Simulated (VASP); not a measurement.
# A VASP study of MnAl2O4 (r2SCAN): structure first, properties next, part 3 of 6

How well does r2SCAN reproduce what experiment finds for MnAl2O4? The cell is relaxed first, and properties follow on it. The start is a computed cell from the Materials Project.

VASP 6.6.1; r2SCAN, spin-polarised from a ferromagnetic start; plane waves and PAW (Mn_pv, Al, O).

Still holding for the runs below: The magnetic state follows from one typed start and may not be the lowest. Experiment finds antiferromagnetic order in this phase (below 40 K, arxiv:1405.4694), so this ferromagnetic run describes another state.

So far, gap on the k-mesh (eV): step 2 (full relaxation (r2SCAN)) 2.52. The relaxed cell has a = 8.195 Å (conventional setting).

### 4. Band structure (r2SCAN)

The mesh alone shows little of the dispersion and can miss band extrema, so KPOINTS_OPT adds a path through the symmetry points after the self-consistent cycle.

Input file INCAR:

```
SYSTEM = MnAl2O4
PREC = Accurate
ENCUT = 520
EDIFF = 1E-06
NELM = 100
ISMEAR = 0
SIGMA = 0.05
LREAL = .FALSE.
ALGO = Normal
METAGGA = R2SCAN
LASPH = .TRUE.
NBANDS = 88
ISPIN = 2
MAGMOM = 4.46 4.46 0.009 0.009 0.009 0.009 0.046 0.046 0.046 0.046 0.046 0.046 0.046 0.046
LMAXMIX = 4
LORBIT = 11
LWAVE = .FALSE.
LCHARG = .FALSE.
KPAR = 8
```

Input file POSCAR:

```
MnAl2O4
1.0
    0.0000000000      4.0975837901      4.0975837901
    4.0975837901      0.0000000000      4.0975837901
    4.0975837901      4.0975837901      0.0000000000
Mn Al O
2 4 8
Direct
    0.7500000000      0.7500000000      0.7500000000
    0.5000000000      0.5000000000      0.5000000000
    0.1250000000      0.1250000000      0.6250000000
    0.6250000000      0.1250000000      0.1250000000
    0.1250000000      0.1250000000      0.1250000000
    0.1250000000      0.6250000000      0.1250000000
    0.8914200262      0.8914200262      0.8914200262
    0.3585799738      0.9242600785      0.3585799738
    0.3257399215      0.8914200262      0.8914200262
    0.8914200262      0.8914200262      0.3257399215
    0.3585799738      0.3585799738      0.3585799738
    0.8914200262      0.3257399215      0.8914200262
    0.3585799738      0.3585799738      0.9242600785
    0.9242600785      0.3585799738      0.3585799738
```

Input file KPOINTS:

```
Automatic mesh
0
Gamma
4 4 4
0 0 0
```

Input file KPOINTS_OPT:

```
Line mode
12
Line-mode
Reciprocal
  0.00000000   0.00000000   0.00000000 GAMMA
  0.50000000   0.00000000   0.50000000 X

  0.50000000   0.00000000   0.50000000 X
  0.50000000   0.25000000   0.75000000 W

  0.50000000   0.25000000   0.75000000 W
  0.37500000   0.37500000   0.75000000 K

  0.37500000   0.37500000   0.75000000 K
  0.00000000   0.00000000   0.00000000 GAMMA

  0.00000000   0.00000000   0.00000000 GAMMA
  0.50000000   0.50000000   0.50000000 L

  0.50000000   0.50000000   0.50000000 L
  0.62500000   0.25000000   0.62500000 U

  0.62500000   0.25000000   0.62500000 U
  0.50000000   0.25000000   0.75000000 W

  0.50000000   0.25000000   0.75000000 W
  0.50000000   0.50000000   0.50000000 L

  0.50000000   0.50000000   0.50000000 L
  0.37500000   0.37500000   0.75000000 K

  0.62500000   0.25000000   0.62500000 U
  0.50000000   0.00000000   0.50000000 X
```

PAW data sets: Mn_pv, Al and O (PBE family, release 64).

The run is started by

```
> mpirun -np 8 vasp_std
```

The program printed:

```text
[banner, memory and clock lines left out]
running    8 mpi-ranks, on    1 nodes
 distrk:  each k-point on    1 cores,    8 groups
 distr:  one band on    1 cores,    1 groups

 POSCAR found type information on POSCAR MnAlO
 POSCAR found :  3 types and      14 ions
 [... a notice as in an earlier step ...]

 [... a notice as in an earlier step ...]

 LDA part: xc-table for (None), standard interpolation
 POSCAR, INCAR and KPOINTS ok, starting setup
 FFT: planning ... GRIDC
 FFT: planning ... GRID_SOFT
 FFT: planning ... GRID
 WAVECAR not read
 entering main loop
       N       E                     dE             d eps       ncg     rms          rms(c)
DAV:   1     0.767495407626E+03    0.76750E+03   -0.41026E+04  2824   0.105E+03
DAV:   2    -0.995401356217E+02   -0.86704E+03   -0.79396E+03  2936   0.319E+02
DAV:   3    -0.181262098695E+03   -0.81722E+02   -0.79003E+02  3216   0.107E+02
DAV:   4    -0.182870173970E+03   -0.16081E+01   -0.16023E+01  3152   0.153E+01
DAV:   5    -0.182891234784E+03   -0.21061E-01   -0.21059E-01  3208   0.173E+00    0.282E+01
DAV:   6    -0.144810607140E+03    0.38081E+02   -0.33574E+01  3448   0.319E+01    0.279E+01
DAV:   7    -0.145667413331E+03   -0.85681E+00   -0.66086E+00  3080   0.125E+01    0.179E+01
DAV:   8    -0.145777074987E+03   -0.10966E+00   -0.42984E-01  3264   0.377E+00    0.840E+00
DAV:   9    -0.145802893227E+03   -0.25818E-01   -0.20825E-01  3080   0.205E+00    0.146E+00
DAV:  10    -0.145820925927E+03   -0.18033E-01   -0.49363E-02  3112   0.139E+00    0.101E+00
DAV:  11    -0.145825205741E+03   -0.42798E-02   -0.66028E-03  3008   0.484E-01    0.233E-01
DAV:  12    -0.145825932723E+03   -0.72698E-03   -0.82360E-04  3200   0.178E-01    0.108E-01
DAV:  13    -0.145826028918E+03   -0.96195E-04   -0.21890E-04  3144   0.623E-02    0.544E-02
DAV:  14    -0.145826079490E+03   -0.50572E-04   -0.28999E-05  3136   0.310E-02    0.182E-02
DAV:  15    -0.145826069247E+03    0.10243E-04   -0.47130E-06  2952   0.108E-02    0.108E-02
DAV:  16    -0.145826077297E+03   -0.80500E-05   -0.11805E-06  2528   0.580E-03    0.256E-03
DAV:  17    -0.145826074090E+03    0.32075E-05   -0.14966E-07  1664   0.177E-03    0.836E-04
DAV:  18    -0.145826073237E+03    0.85232E-06   -0.21710E-08  1632   0.667E-04
   1 F= -.14582607E+03 E0= -.14582607E+03  d E =-.108534E-11  mag=    10.0000
 Start KPOINTS_OPT (optional k-point list driver)
k-point batch [1-8\120]
       N       E                     dE             ncg
DAV:   1     0.284945032258E+04   -0.29858E+04     2832
DAV:   2    -0.376908062684E+04   -0.66185E+04     2936
DAV:   3    -0.438236205064E+04   -0.61328E+03     3248
DAV:   4    -0.439463606841E+04   -0.12274E+02     3240
DAV:   5    -0.439480783823E+04   -0.17177E+00     3392
DAV:   6    -0.439481294855E+04   -0.51103E-02     3368
DAV:   7    -0.439481319883E+04   -0.25028E-03     3624
DAV:   8    -0.439481320297E+04   -0.41422E-05     3072
DAV:   9    -0.439481320312E+04   -0.14837E-06     2184
[...]
k-point batch [113-120\120]
       N       E                     dE             ncg
DAV:   1     0.286729965743E+04   -0.14649E+05     2832
DAV:   2    -0.377728674268E+04   -0.66446E+04     2976
DAV:   3    -0.440225638198E+04   -0.62497E+03     3264
DAV:   4    -0.441533988296E+04   -0.13084E+02     3144
DAV:   5    -0.441552273825E+04   -0.18286E+00     3408
DAV:   6    -0.441552813002E+04   -0.53918E-02     3200
DAV:   7    -0.441552838647E+04   -0.25645E-03     3568
DAV:   8    -0.441552839286E+04   -0.63896E-05     2960
DAV:   9    -0.441552839312E+04   -0.25796E-06     2136
```

It took 10 min on 8 MPI ranks of AMD EPYC 9R45, shared host; peak memory 4.5 GiB.

Parts of OUTCAR (step 4):

```text
 Found      8 irreducible k-points:

   k-points           NKPTS =      8   k-points in BZ     NKDIM =      8   number of bands    NBANDS=     88

   NELECT =      86.0000    total number of electrons

 E-fermi :   7.0939

 spin component 1
 k-point     1 :       0.0000    0.0000    0.0000
  band No.  band energies     occupation
    ...
     44       6.2345      1.00000
     45       6.2345      1.00000
     46       6.8690      1.00000
     47       6.8691      1.00000
     48       6.8691      1.00000
     49       9.3914      0.00000
     50      13.7652      0.00000
     51      13.7652      0.00000
     52      13.7652      0.00000
     53      13.7898      0.00000
    ...

 k-point     2 :       0.2500    0.0000    0.0000
  band No.  band energies     occupation
    ...
     44       6.2629      1.00000
     45       6.2630      1.00000
     46       6.3825      1.00000
     47       6.7876      1.00000
     48       6.7877      1.00000
     49      10.2951      0.00000
     50      13.0233      0.00000
     51      14.0475      0.00000
     52      14.0592      0.00000
     53      14.0593      0.00000
    ...

 k-point     5 :       0.5000    0.2500    0.0000
  band No.  band energies     occupation
    ...
     44       5.8553      1.00000
     45       6.2128      1.00000
     46       6.2745      1.00000
     47       6.4630      1.00000
     48       6.6372      1.00000
     49      11.8063      0.00000
     50      12.8385      0.00000
     51      13.7274      0.00000
     52      14.5077      0.00000
     53      15.0446      0.00000
    ...

 k-point     6 :      -0.2500    0.2500    0.0000
  band No.  band energies     occupation
    ...
     44       5.9606      1.00000
     45       6.2416      1.00000
     46       6.3401      1.00000
     47       6.3876      1.00000
     48       6.7628      1.00000
     49      11.3582      0.00000
     50      13.1063      0.00000
     51      13.3372      0.00000
     52      14.6216      0.00000
     53      14.9949      0.00000
    ...

  Total       -0.0009101     -0.0009101     -0.0009101     -0.0000000      0.0000000      0.0000000
  in kB       -0.0105969     -0.0105969     -0.0105969     -0.0000000      0.0000000      0.0000000
  external PRESSURE =      -0.0105969 kB  Pullay stress =       0.0000000 kB

 POSITION                                       TOTAL-FORCE (eV/Angst)
 -----------------------------------------------------------------------------------
      6.14638      6.14638      6.14638        -0.000000     -0.000000     -0.000000
      4.09758      4.09758      4.09758        -0.000000     -0.000000     -0.000000
      3.07319      3.07319      1.02440        -0.000000     -0.000000     -0.000000
      1.02440      3.07319      3.07319        -0.000000     -0.000000     -0.000000
      1.02440      1.02440      1.02440        -0.000000     -0.000000     -0.000000
      3.07319      1.02440      3.07319        -0.000000     -0.000000     -0.000000
      7.30534      7.30534      7.30534        -0.003960     -0.003960     -0.003960
      5.25654      2.93862      5.25654        -0.003960      0.003960     -0.003960
      7.30534      4.98741      4.98741        -0.003960      0.003960      0.003960
      4.98741      4.98741      7.30534         0.003960      0.003960     -0.003960
      2.93862      2.93862      2.93862         0.003960      0.003960      0.003960
      4.98741      7.30534      4.98741         0.003960     -0.003960      0.003960
      5.25654      5.25654      2.93862        -0.003960     -0.003960      0.003960
      2.93862      5.25654      5.25654         0.003960     -0.003960     -0.003960
 -----------------------------------------------------------------------------------
    total drift:                               -0.000000     -0.000000      0.000000

  FREE ENERGIE OF THE ION-ELECTRON SYSTEM (eV)
  ---------------------------------------------------
  free  energy   TOTEN  =      -145.8260732374 eV

  energy  without entropy=     -145.8260732374  energy(sigma->0) =     -145.82607324

[... 17 parts as in an earlier step ...]

[... 2 further parts left out ...]
```

Numbers from this step:

* bands: 88
* Fermi energy: 7.094 eV
* pressure: -0.001060 GPa
* least gap on mesh and path: 2.522 eV
* least direct gap on mesh and path: 2.522 eV

Spin up. Electronic bands along the path, in eV, zero at the valence-band top; v1 is the highest filled band, c1 the lowest empty one:

```
          point     v4     v3     v2     v1    c1    c2    c3    c4
              Γ  -0.63   0.00   0.00   0.00  2.52  6.90  6.90  6.90
0.45 of the way  -0.61  -0.39  -0.18  -0.18  3.53  6.67  6.98  6.98
              X  -0.75  -0.75  -0.30  -0.30  5.59  5.59  7.57  7.57
0.45 of the way  -0.71  -0.71  -0.35  -0.35  5.65  5.65  7.34  7.34
              W  -0.66  -0.66  -0.42  -0.42  5.75  5.75  7.11  7.11
0.55 of the way  -0.70  -0.63  -0.52  -0.29  5.57  5.83  6.83  7.53
              K  -0.69  -0.64  -0.58  -0.23  5.52  5.82  6.75  7.77
0.45 of the way  -0.62  -0.43  -0.38  -0.07  3.98  6.37  6.48  7.57
              Γ  -0.63   0.00   0.00   0.00  2.52  6.90  6.90  6.90
0.45 of the way  -0.61  -0.42  -0.07  -0.07  3.29  6.23  7.13  7.13
              L  -0.59  -0.59  -0.18  -0.18  4.79  5.24  7.23  7.71
0.45 of the way  -0.70  -0.62  -0.31  -0.18  4.99  5.54  6.93  7.77
              U  -0.69  -0.64  -0.58  -0.23  5.52  5.82  6.75  7.77
0.55 of the way  -0.70  -0.63  -0.51  -0.31  5.59  5.83  6.87  7.45
              W  -0.66  -0.66  -0.42  -0.42  5.75  5.75  7.11  7.11
0.55 of the way  -0.72  -0.63  -0.33  -0.21  5.05  5.62  6.89  7.72
              L  -0.59  -0.59  -0.18  -0.18  4.79  5.24  7.23  7.71
0.45 of the way  -0.70  -0.62  -0.31  -0.18  4.99  5.54  6.93  7.77
              K  -0.69  -0.64  -0.58  -0.23  5.52  5.82  6.75  7.77
      jump to U  -0.69  -0.64  -0.58  -0.23  5.52  5.82  6.75  7.77
0.55 of the way  -0.73  -0.72  -0.37  -0.28  5.59  5.64  7.28  7.63
              X  -0.75  -0.75  -0.30  -0.30  5.59  5.59  7.57  7.57
```

Of the projections kept (Mn, Al, O), the largest for each band there; the rest of the weight can lie on other orbitals:

```
point       v4       v3       v2       v1      c1       c2       c3       c4
    Γ  Mn 0.68  Mn 0.70  Mn 0.70  Mn 0.70  O 0.53  Al 0.50  Al 0.50  Al 0.50
    X  Mn 0.72  Mn 0.72  Mn 0.77  Mn 0.77  O 0.61   O 0.61   O 0.55   O 0.55
    W  Mn 0.77  Mn 0.77  Mn 0.77  Mn 0.77  O 0.60   O 0.60   O 0.60   O 0.60
    K  Mn 0.72  Mn 0.77  Mn 0.81  Mn 0.75  O 0.62   O 0.57   O 0.60   O 0.54
    Γ  Mn 0.68  Mn 0.70  Mn 0.70  Mn 0.70  O 0.53  Al 0.50  Al 0.50  Al 0.50
    L  Mn 0.68  Mn 0.68  Mn 0.75  Mn 0.75  O 0.62   O 0.52  Al 0.35  Mn 0.49
```

Spin down. The electronic bands at the labelled points (eV, zero at the valence-band top; v1 is the highest filled band, c1 the lowest empty one):

```
          point     v4     v3     v2     v1    c1    c2    c3    c4
              Γ  -3.15  -3.04  -3.04  -3.04  3.24  3.54  3.54  3.54
0.45 of the way  -3.41  -3.21  -3.00  -3.00  3.56  3.65  3.65  3.71
              X  -3.39  -3.39  -2.95  -2.95  3.75  3.75  3.77  3.77
0.45 of the way  -3.42  -3.42  -2.99  -2.99  3.69  3.69  3.83  3.83
              W  -3.47  -3.47  -3.05  -3.05  3.65  3.65  3.92  3.92
0.55 of the way  -3.52  -3.39  -3.09  -2.99  3.62  3.70  3.87  3.89
              K  -3.55  -3.35  -3.11  -2.96  3.61  3.76  3.82  3.88
0.45 of the way  -3.37  -3.31  -3.08  -3.00  3.59  3.60  3.76  3.81
              Γ  -3.15  -3.04  -3.04  -3.04  3.24  3.54  3.54  3.54
0.45 of the way  -3.27  -3.26  -3.00  -3.00  3.49  3.63  3.63  3.77
              L  -3.29  -3.29  -2.99  -2.99  3.68  3.75  3.75  3.84
0.45 of the way  -3.41  -3.31  -3.09  -2.98  3.63  3.75  3.80  3.86
              U  -3.55  -3.35  -3.11  -2.96  3.61  3.76  3.82  3.88
0.55 of the way  -3.51  -3.40  -3.09  -3.00  3.63  3.69  3.88  3.90
              W  -3.47  -3.47  -3.05  -3.05  3.65  3.65  3.92  3.92
0.55 of the way  -3.42  -3.33  -3.11  -2.99  3.63  3.73  3.82  3.87
              L  -3.29  -3.29  -2.99  -2.99  3.68  3.75  3.75  3.84
0.45 of the way  -3.41  -3.31  -3.09  -2.98  3.63  3.75  3.80  3.86
              K  -3.55  -3.35  -3.11  -2.96  3.61  3.76  3.82  3.88
      jump to U  -3.55  -3.35  -3.11  -2.96  3.61  3.76  3.82  3.88
0.55 of the way  -3.43  -3.38  -2.99  -2.96  3.68  3.75  3.78  3.82
              X  -3.39  -3.39  -2.95  -2.95  3.75  3.75  3.77  3.77
```

Of the projections kept (Mn, Al, O), the largest for each band there; the rest of the weight can lie on other orbitals:

```
point      v4      v3      v2      v1       c1       c2       c3       c4
    Γ  O 1.00  O 0.88  O 0.88  O 0.88   O 0.54  Mn 0.87  Mn 0.87  Mn 0.87
    X  O 0.97  O 0.97  O 0.91  O 0.91  Mn 0.89  Mn 0.89  Mn 0.95  Mn 0.95
    W  O 0.96  O 0.96  O 0.91  O 0.91  Mn 0.94  Mn 0.94  Mn 0.93  Mn 0.93
    K  O 0.93  O 0.97  O 0.92  O 0.91  Mn 0.94  Mn 0.90  Mn 0.95  Mn 0.93
    Γ  O 1.00  O 0.88  O 0.88  O 0.88   O 0.54  Mn 0.87  Mn 0.87  Mn 0.87
    L  O 0.97  O 0.97  O 0.89  O 0.89  Mn 0.92  Mn 0.91  Mn 0.91  Mn 0.95
```

The path finds the gap of the mesh within 0.02 eV, so the mesh comes close to both band edges.

[end of part 3 of 6]

[Lines on the potential files, build, host, timing and source positions are cut from VASP's logs without a mark.]

[Logs are printed without paths, hosts, clocks, repeated set-up lines and the standing remarks that a program may print on its own settings, such as how far it seeks lower states.]

[Hosts, paths, dates, database ids (printed as entryN), source tags and the programs' standing remarks are cut or masked in the printed files.]

[A measured line is paired with the nearest computed mode of its activity, which favours agreement.]
